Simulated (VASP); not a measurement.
Level of theory: LDA (Ceperley-Alder, Perdew-Zunger), VASP's LDA PAW potentials (set 64) (plane waves; VASP).

VASP input:

INCAR:
```
! general
SYSTEM  = HfN
PREC    = Accurate
ENCUT   = 520   ! plane-wave cut-off (eV)
LREAL   = .FALSE.   ! projection in real space or not
LASPH   = .TRUE.   ! aspherical one-centre terms

! electronic loop
EDIFF   = 1E-7   ! SCF stop (eV)
NELM    = 100   ! most electronic steps
ALGO    = Normal   ! blocked Davidson
LMAXMIX = 6   ! l cut-off of mixed one-centre charges

! smearing
ISMEAR  = 1
SIGMA   = 0.1   ! width (eV)

! ions
ISIF    = 2

! output
LWAVE   = .FALSE.
LCHARG  = .FALSE.
```

**POSCAR**
```
HfN
4.4622850
  0.0000000000   0.4999999574   0.4999999574
  0.4999999574   0.0000000000   0.4999999574
  0.4999999574   0.4999999574   0.0000000000
Hf N
1 1
Cart
  0.0000000000   0.0000000000   0.0000000000
  0.4999999574   0.4999999574   0.4999999574
```

**KPOINTS**
```
Automatic
0
gamma
14 14 14
0 0 0
```

POTCAR, in this order: Hf_pv N (LDA.64 set). Program: vasp_std.

Unless said otherwise, spin-orbit coupling is left out, though it shifts the bands of the heavy elements here.

Estimate the energy per atom (σ→0), band gap (on the k-mesh).

| Quantity | Result |
|---|---|
| energy per atom (σ→0) | -11.933 eV/atom |
| band gap (on the k-mesh) | none (metal, semimetal or under 0.01 eV) |

OSZICAR:
```
...
DAV:   8    -0.238728694211E+02    0.22783E-01   -0.10016E-01  2642   0.304E+00    0.481E+00
DAV:   9    -0.238663903244E+02    0.64791E-02   -0.39227E-02  2633   0.141E+00    0.156E+00
DAV:  10    -0.238659345396E+02    0.45578E-03   -0.26216E-03  2665   0.433E-01    0.683E-02
DAV:  11    -0.238659396482E+02   -0.51085E-05   -0.60911E-05  2714   0.861E-02    0.345E-02
DAV:  12    -0.238659387225E+02    0.92566E-06   -0.63763E-06  2663   0.242E-02    0.165E-02
DAV:  13    -0.238659386060E+02    0.11646E-06   -0.65604E-07  2667   0.788E-03    0.329E-03
DAV:  14    -0.238659386072E+02   -0.11469E-08   -0.27230E-08  1483   0.170E-03
   1 F= -.23865939E+02 E0= -.23865741E+02  d E =-.594009E-03
```

The compound is HfN in the rock salt structure. It was relaxed first. The electron count is odd and the run is not spin-polarised, which forces a metal.
